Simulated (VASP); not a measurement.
HfB2:

```xyz
3
Lattice="3.1300 0.0000 0.0000 -1.5650 2.7107 0.0000 0.0000 0.0000 3.4600" Properties=species:S:1:pos:R:3 pbc="T T T"
Hf    0.0000    0.0000    0.0000
B     0.0000    1.8071    1.7300
B     1.5650    0.9036    1.7300
```

The cell was built by a generator and needn't be a form met in nature.

- Program: VASP 6.6.1
- Task: relaxation of cell and atoms
- Functional: PBE
- Potentials or basis: VASP PAW PBE potentials, release 64 (Hf_pv, B)
- Cutoff: 600 eV
- k mesh: 16 × 16 × 12
- Occupations: methfessel-paxton, width 0.1 eV
- Spin: no spin polarisation

At the start: pressure 4.1 GPa; volume 9.79 Å³/atom.

Task: How do energy, volume and symmetry change on relaxing?

Result: Over 8 steps the energy falls by 2.0 meV/atom and the volume is 9.94 Å³/atom (+1.6 %); space group P6/mmm (No. 191, to 0.05 Å).

Step by step:
| step | energy change (eV) | largest force (eV/Å) | pressure (GPa) | volume (Å³) |
| --- | --- | --- | --- | --- |
| 1 | 0.0000 | 0.0000 | 4.10 | 29.36 |
| 2 | 0.0034 | 0.0000 | -4.92 | 30.43 |
| 3 | -0.0060 | 0.0000 | -0.02 | 29.83 |
| 4 | -0.0060 | 0.0000 | -0.12 | 29.84 |
| 5 | -0.0061 | 0.0000 | -0.09 | 29.84 |
| 6 | -0.0061 | 0.0000 | -0.09 | 29.84 |
| 7 | -0.0061 | 0.0000 | 0.08 | 29.82 |
| 8 | -0.0061 | 0.0000 | 0.01 | 29.83 |

Final structure:
```
Hf B
1.0
     3.14290    0.00000    0.00000
    -1.57145    2.72183    0.00000
     0.00000    0.00000    3.48673
Hf B
1 2
Direct
  0.00000 0.00000 0.00000
  0.33333 0.66667 0.50000
  0.66667 0.33333 0.50000
```
